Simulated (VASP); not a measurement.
```
CELL_PARAMETERS angstrom
      5.01602     0.00000     0.00000
      0.00000     5.01602     0.00000
      0.00000     0.00000    29.23775
ATOMIC_POSITIONS crystal
  K  0.00000 0.50000 0.31844
  K  0.50000 0.00000 0.43901
  K  0.00000 0.50000 0.56099
  K  0.50000 0.00000 0.68156
  I  0.00000 0.50000 0.43878
  I  0.50000 0.00000 0.31638
  I  0.00000 0.50000 0.68362
  I  0.50000 0.00000 0.56122
```

Computed with r2SCAN meta-GGA, VASP's PBE PAW potentials (set 64) (plane waves; VASP). Settings: PREC = Normal, 400 eV cut-off, 4×4×1 Γ-centred mesh, Gaussian smearing of 0.050 eV, potentials K_sv I.

Unless said otherwise, spin-orbit coupling is left out, though it shifts the bands of the heavy elements here.

Estimate the energy per atom (σ→0), band gap (on the k-mesh) with the smallest direct gap where there is one.

- band gap (on the k-mesh) = 4.65 eV
- smallest direct gap (on the k-mesh) = 4.65 eV
- energy per atom (σ→0) = -16.948 eV/atom

The cell is a thin slab with vacuum, built from KI (rock salt): (100) face.
